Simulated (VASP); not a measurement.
```xyz
2
Lattice="0.0000 2.6258 2.6258 2.6258 0.0000 2.6258 2.6258 2.6258 0.0000" Properties=species:S:1:pos:R:3 pbc="T T T"
Sr     0.0000     0.0000     0.0000
O      2.6258     2.6258     2.6258
```

Computed with AM05 GGA, VASP's PBE PAW potentials (set 64) (plane waves; VASP). Settings: 520 eV cut-off, 9×9×9 Γ-centred mesh, Gaussian smearing of 0.050 eV, potentials Sr_sv O.

Problem. What does the run give for the energy per atom (σ→0), pressure?

Solution. 
The energy per atom (σ→0) is -6.085 eV/atom and the pressure is -4.57 GPa.

Only differences to runs with the same potentials and settings are physical.

The compound is SrO in the rock salt structure. This cell is one point of a volume scan, at 1.06 of the reference volume.
